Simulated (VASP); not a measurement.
# Nb3Tl (Pm-3n) in VASP: a series of runs

One crystal, Nb3Tl, is run at these levels: PBEsol; tasks: single point.

Program: VASP 6.6.1. These are calculated values, not measurements. Logs are shortened: lines on timing, memory, paths and dates and some standing lists are left out, and cuts for length are marked.

### Step 1. Starting point

The structure is cubic, space group Pm-3n (No. 223). The conventional cell has a = 5.297 Å, b = 5.297 Å, c = 5.297 Å, α = 90.00°, β = 90.00°, γ = 90.00°. Nb (site symmetry -4m2) is surrounded by 2 Nb at 2.65 Å and 4 Tl at 2.96 Å. Around Tl (site symmetry m-3) lie 12 Nb at 2.96 Å.

### Step 2. Single point, PBEsol

The input, INCAR:

```
SYSTEM = Nb3Tl
PREC = Accurate
ENCUT = 520
EDIFF = 1E-6
ISMEAR = -1
SIGMA = 0.05
LREAL = .FALSE.
LASPH = .TRUE.
NELM = 100
ALGO = Fast
ISIF = 2
LWAVE = .FALSE.
LCHARG = .FALSE.
GGA = PS
NBANDS = 62
```

The input, KPOINTS:

```
Automatic mesh
0
G
  5 5 5
  0 0 0
```

The input, POSCAR:

```
Nb3Tl
1.0
    5.2970000000      0.0000000000      0.0000000000
    0.0000000000      5.2970000000      0.0000000000
    0.0000000000      0.0000000000      5.2970000000
Nb Tl
6 2
Direct
    0.2500000000      0.0000000000      0.5000000000
    0.5000000000      0.7500000000      0.0000000000
    0.7500000000      0.0000000000      0.5000000000
    0.5000000000      0.2500000000      0.0000000000
    0.0000000000      0.5000000000      0.7500000000
    0.0000000000      0.5000000000      0.2500000000
    0.0000000000      0.0000000000      0.0000000000
    0.5000000000      0.5000000000      0.5000000000
```

Potentials or basis: VASP PAW PBE potentials, release 64 (Nb_sv, Tl_d).

On the command line:

```bash
$ cat potpaw_PBE.64/Nb_sv/POTCAR potpaw_PBE.64/Tl_d/POTCAR > POTCAR
$ mpirun -np 1 vasp_std > vasp.out
```

OUTCAR:

```text
SYSTEM = Nb3Tl
   PREC = Accurate
   ENCUT = 520
   EDIFF = 1E-6
   ISMEAR = -1
   LREAL = .FALSE.
   LASPH = .TRUE.
   NELM = 100
   ISIF = 2
   GGA = PS

 ion  position               nearest neighbor table
   1  0.250  0.000  0.500-   3 2.65   3 2.65   8 2.96   7 2.96   8 2.96   7 2.96
   2  0.500  0.750  0.000-   4 2.65   4 2.65   8 2.96   8 2.96   7 2.96   7 2.96
   3  0.750  0.000  0.500-   1 2.65   1 2.65   8 2.96   7 2.96   8 2.96   7 2.96
   4  0.500  0.250  0.000-   2 2.65   2 2.65   8 2.96   8 2.96   7 2.96   7 2.96
   5  0.000  0.500  0.750-   6 2.65   6 2.65   8 2.96   7 2.96   7 2.96   8 2.96
   6  0.000  0.500  0.250-   5 2.65   5 2.65   8 2.96   7 2.96   7 2.96   8 2.96
   7  0.000  0.000  0.000-   1 2.96   2 2.96   3 2.96   4 2.96   5 2.96   6 2.96   1 2.96   3 2.96
                             5 2.96   6 2.96   2 2.96   4 2.96
   8  0.500  0.500  0.500-   1 2.96   2 2.96   3 2.96   4 2.96   5 2.96   6 2.96   2 2.96   4 2.96
                             1 2.96   3 2.96   5 2.96   6 2.96

  LATTYP: Found a simple cubic cell.
 ALAT       =     5.2970000000

  Lattice vectors:

 A1 = (   5.2970000000,   0.0000000000,   0.0000000000)
 A2 = (   0.0000000000,   5.2970000000,   0.0000000000)
 A3 = (   0.0000000000,   0.0000000000,   5.2970000000)

Analysis of symmetry for initial positions (statically):
=====================================================================
 Subroutine PRICEL returns:
 Original cell was already a primitive cell.

 Routine SETGRP: Setting up the symmetry group for a
 simple cubic supercell.

 Subroutine GETGRP returns: Found 48 space group operations
 (whereof 24 operations were pure point group operations)
 out of a pool of 48 trial point group operations.

The static configuration has the point symmetry T_h .
 The point group associated with its full space group is O_h .

Analysis of symmetry for dynamics (positions and initial velocities):
=====================================================================
 Subroutine PRICEL returns:
 Original cell was already a primitive cell.

 Routine SETGRP: Setting up the symmetry group for a
 simple cubic supercell.

 Subroutine GETGRP returns: Found 48 space group operations
 (whereof 24 operations were pure point group operations)
 out of a pool of 48 trial point group operations.

The dynamic configuration has the point symmetry T_h .
 The point group associated with its full space group is O_h .

 Subroutine INISYM returns: Found 48 space group operations
 (whereof 24 operations are pure point group operations),
 and found     1 'primitive' translations

----------------------------------------------------------------------------------------

                                     Primitive cell

  volume of cell :     148.6243

  direct lattice vectors                    reciprocal lattice vectors
     5.297000000  0.000000000  0.000000000     0.188786105  0.000000000  0.000000000
     0.000000000  5.297000000  0.000000000     0.000000000  0.188786105  0.000000000
     0.000000000  0.000000000  5.297000000     0.000000000  0.000000000  0.188786105

  length of vectors
     5.297000000  5.297000000  5.297000000     0.188786105  0.188786105  0.188786105

  position of ions in fractional coordinates (direct lattice)
     0.250000000  0.000000000  0.500000000
     0.500000000  0.750000000  0.000000000
     0.750000000  0.000000000  0.500000000
     0.500000000  0.250000000  0.000000000
     0.000000000  0.500000000  0.750000000
     0.000000000  0.500000000  0.250000000
     0.000000000  0.000000000  0.000000000
     0.500000000  0.500000000  0.500000000

  ion indices of the primitive-cell ions
   primitive index   ion index
                 1           1
                 2           2
                 3           3
                 4           4
                 5           5
                 6           6
                 7           7
                 8           8

----------------------------------------------------------------------------------------

 KPOINTS: Automatic mesh

Automatic generation of k-mesh.
 Grid dimensions read from file:
 generate k-points for:    5    5    5

 Generating k-lattice:

  Cartesian coordinates                     Fractional coordinates (reciprocal lattice)
     0.037757221  0.000000000  0.000000000     0.200000000  0.000000000  0.000000000
     0.000000000  0.037757221  0.000000000     0.000000000  0.200000000  0.000000000
     0.000000000  0.000000000  0.037757221     0.000000000  0.000000000  0.200000000

  Length of vectors
     0.037757221  0.037757221  0.037757221

  Shift w.r.t. Gamma in fractional coordinates (k-lattice)
     0.000000000  0.000000000  0.000000000

 Subroutine IBZKPT returns following result:
 ===========================================

 Found     10 irreducible k-points:

 Following reciprocal coordinates:
            Coordinates               Weight
  0.000000  0.000000  0.000000      1.000000
  0.200000  0.000000  0.000000      6.000000
  0.400000  0.000000  0.000000      6.000000
  0.200000  0.200000  0.000000     12.000000
  0.400000  0.200000  0.000000     24.000000
  0.400000  0.400000  0.000000     12.000000
  0.200000  0.200000  0.200000      8.000000
  0.400000  0.200000  0.200000     24.000000
  0.400000  0.400000  0.200000     24.000000
  0.400000  0.400000  0.400000      8.000000
   k-points           NKPTS =     10   k-points in BZ     NKDIM =     10   number of bands    NBANDS=     62
   number of dos      NEDOS =    301   number of ions     NIONS =      8
   total plane-waves  NPLWV =  64000
   dimension x,y,z NGX =    40 NGY =   40 NGZ =   40
   dimension x,y,z NGXF=    80 NGYF=   80 NGZF=   80
   ions per type =               6   2
   NGX,Y,Z   is equivalent  to a cutoff of  12.55, 12.55, 12.55 a.u.
   NGXF,Y,Z  is equivalent  to a cutoff of  25.11, 25.11, 25.11 a.u.
 SYSTEM =  Nb3Tl
   PREC   = accura    normal or accurate (medium, high low for compatibility)
   ISTART =      0    job   : 0-new  1-cont  2-samecut
   ICHARG =      2    charge: 1-file 2-atom 10-const
   ISPIN  =      1    spin polarized calculation?
   LNONCOLLINEAR =      F non collinear calculations
   LSORBIT =      F    spin-orbit coupling
   LASPH  =      T    aspherical Exc in radial PAW
   ENCUT  =  520.0 eV  38.22 Ry    6.18 a.u.   9.85  9.85  9.85*2*pi/ulx,y,z
   NELM   =    100;   NELMIN=  2; NELMDL= -5     # of ELM steps
   EDIFF  = 0.1E-05   stopping-criterion for ELM
   LREAL  =      F    real-space projection
   EDIFFG = 0.1E-04   stopping-criterion for IOM
   NSW    =      0    number of steps for IOM
   IBRION =     -1    ionic relax: 0-MD 1-quasi-New 2-CG
   NFREE  =      0    steps in history (QN), initial steepest desc. (CG)
   ISIF   =      2    stress and relaxation
   ISYM   =      2    0-nonsym 1-usesym 2-fastsym
   POTIM  = 0.5000    time-step for ionic-motion
   TEBEG  =    0.0;   TEEND  =   0.0 temperature during run
   PSTRESS=    0.0 pullay stress
   NELECT =     104.0000    total number of electrons
   NUPDOWN=      -1.0000    fix difference up-down
   EMIN   =  10.00;   EMAX   =-10.00  energy-range for DOS
   EFERMI =   0.00;   METHOD = LEGACY
   ISMEAR =    -1;   SIGMA  =   0.05  broadening in eV -4-tet -1-fermi 0-gaus
   EFERMI_NEDOS =   21; number of points for ismear=-14 and -15
   IALGO  =     68    algorithm
   IMIX   =      4    mixing-type and parameters
     AMIX     =   0.40;   BMIX     =  1.00
     AMIX_MAG =   1.60;   BMIX_MAG =  1.00
  volume/ion in A,a.u.               =      18.58       125.37
  Fermi-wavevector in a.u.,A,eV,Ry     =   1.453414  2.746554 28.741109  2.112412
  Thomas-Fermi vector in A             =   2.570683
   LORBIT       =      0    0 simple, 1 ext, 2 COOP (PROOUT), +10 PAW based schemes
   GGA     = PS    functional components
   LHFCALC =     F    Hartree Fock is set to
   AEXX    =    0.0000 exact exchange contribution
   IVDW    =     0    specifies the selected vdW correction
   LEPSILON=     F    determine dielectric tensor
   LRPA    =     F    only Hartree local field effects (RPA)
 non-spin polarized calculation
 RMM-DIIS sequential band-by-band and
  energy-cutoff  :      520.00
  volume of cell :      148.62
 maximum number of plane-waves:      4016
 NGX is ok and might be reduce to    40
   NGX = 19   NGY = 19   NGZ = 19

 number of electron     104.0000022 magnetization

 Free energy of the ion-electron system (eV)
  ---------------------------------------------------
  ext. energy  EPLUGINS =         0.00000000
  ---------------------------------------------------
  free energy    TOTEN  =       -69.82834020 eV

  energy without entropy =      -69.74221810  energy(sigma->0) =      -69.78527915

 E-fermi :  11.0050     XC(G=0): -12.5277

 val. band max:       10.9866418211   @ k =   0.2000   0.0000   0.0000
 cond. band min:      11.0333826655   @ k =   0.2000   0.0000   0.0000
 fundamental gap:      0.0467408443
 Fermi energy:        11.0049662204

 k-point     1 :       0.0000    0.0000    0.0000
  band No.  band energies     occupation
      1     -43.5948      2.00000
      2     -43.5238      2.00000
      3     -43.5238      2.00000
      4     -43.3067      2.00000
      5     -43.3067      2.00000
      6     -43.3067      2.00000
[... 54 lines left out ...]
     61      14.8320      0.00000
     62      15.2008      0.00000

 k-point     2 :       0.2000    0.0000    0.0000
  band No.  band energies     occupation
      1     -43.5839      2.00000
      2     -43.5289      2.00000
      3     -43.5078      2.00000
      4     -43.3298      2.00000
      5     -43.3067      2.00000
      6     -43.3067      2.00000
[... 54 lines left out ...]
     61      14.5789      0.00000
     62      14.7732      0.00000

 k-point     3 :       0.4000    0.0000    0.0000
  band No.  band energies     occupation
      1     -43.5624      2.00000
      2     -43.5427      2.00000
      3     -43.4582      2.00000
      4     -43.3889      2.00000
      5     -43.3067      2.00000
      6     -43.3067      2.00000
[... 444 lines left out ...]
     61      13.4623      0.00000
     62      13.6961      0.00000

 k-point    10 :       0.4000    0.4000    0.4000
  band No.  band energies     occupation
      1     -43.4755      2.00000
      2     -43.4615      2.00000
      3     -43.4615      2.00000
      4     -43.3935      2.00000
      5     -43.3935      2.00000
      6     -43.3863      2.00000
[... 54 lines left out ...]
     61      13.5645      0.00000
     62      13.8412      0.00000

------------------------ aborting loop because EDIFF is reached ----------------------------------------

  FORCE on cell =-STRESS in cart. coord.  units (eV):
  Direction    XX          YY          ZZ          XY          YZ          ZX
  --------------------------------------------------------------------------------------
  -------------------------------------------------------------------------------------
  Total       -1.5818407     -1.5818407     -1.5818407     -0.0000000      0.0000000     -0.0000000
  in kB      -17.0523170    -17.0523170    -17.0523170     -0.0000000      0.0000000     -0.0000000
  external PRESSURE =     -17.0523170 kB  Pullay stress =       0.0000000 kB

 VOLUME and BASIS-vectors are now :
 -----------------------------------------------------------------------------
  energy-cutoff  :      520.00
  volume of cell :      148.62
      direct lattice vectors                 reciprocal lattice vectors
     5.297000000  0.000000000  0.000000000     0.188786105  0.000000000  0.000000000
     0.000000000  5.297000000  0.000000000     0.000000000  0.188786105  0.000000000
     0.000000000  0.000000000  5.297000000     0.000000000  0.000000000  0.188786105

 POSITION                                       TOTAL-FORCE (eV/Angst)
 -----------------------------------------------------------------------------------
      1.32425      0.00000      2.64850        -0.000000     -0.000000     -0.000000
      2.64850      3.97275      0.00000         0.000000     -0.000000     -0.000000
      3.97275      0.00000      2.64850         0.000000     -0.000000      0.000000
      2.64850      1.32425      0.00000        -0.000000      0.000000      0.000000
      0.00000      2.64850      3.97275        -0.000000      0.000000      0.000000
      0.00000      2.64850      1.32425         0.000000     -0.000000     -0.000000
      0.00000      0.00000      0.00000         0.000000      0.000000      0.000000
      2.64850      2.64850      2.64850         0.000000      0.000000      0.000000
 -----------------------------------------------------------------------------------
    total drift:                                0.000000     -0.000000      0.000000

  FREE ENERGIE OF THE ION-ELECTRON SYSTEM (eV)
  ---------------------------------------------------
  free  energy   TOTEN  =       -69.8283401958 eV

  energy  without entropy=      -69.7422181042  energy(sigma->0) =      -69.78527915
```

Run time: 4.7 min. Hardware: 1 thread of AMD EPYC 7R13 (Zen 3), shared host; peak memory 0.24 GiB.

What came out:

- Free energy: -69.8283 eV
- Pressure: -1.7 GPa
- Band gap on the k mesh: none (metal or under the smearing width)

Caveat: the PAW data sets were made with another functional, which shifts forces and pressure a little. Spin-orbit coupling is left out, which matters for the levels of Tl.

### Step 3. Single point, PBEsol

The input, INCAR:

```
SYSTEM = Nb3Tl
PREC = Accurate ; ENCUT = 520
EDIFF = 1E-7 ; ISMEAR = -1
SIGMA = 0.05 ; LREAL = .False.
LASPH = .True. ; NELM = 100
ALGO = Fast ; ISIF = 2
LWAVE = .False. ; LCHARG = .True.
GGA = PS ; LELF = .True.
LVHAR = .True. ; NBANDS = 62
```

The input, KPOINTS:

```
regular mesh
0
Gamma
  5 5 5
  0 0 0
```

POSCAR is that of step 2.

Potentials or basis: VASP PAW PBE potentials, release 64 (Nb_sv, Tl_d).

On the command line:

```bash
$ cat potpaw_PBE.64/Nb_sv/POTCAR potpaw_PBE.64/Tl_d/POTCAR > POTCAR
$ mpirun -np 1 vasp_std > vasp.out
```

It took 5.8 min on 1 thread of AMD EPYC 7R13 (Zen 3), shared host; peak memory 0.24 GiB.

The run converged. Its results:

* Free energy: -69.8283 eV
* Pressure: -1.7 GPa
* Band gap on the k mesh: none (metal or under the smearing width)

Levels at points of the mesh, in eV from the Fermi level:
```csv
k point,band 49,band 50,band 51,band 52,band 53,band 54,band 55,band 56
"(0.00, 0.00, 0.00)",-1.47,-0.29,-0.29,-0.29,-0.07,-0.07,2.26,2.26
```

Caveat: the PAW data sets were made with another functional, which shifts forces and pressure a little. The run has no spin-orbit coupling, so splittings on Tl are missing.
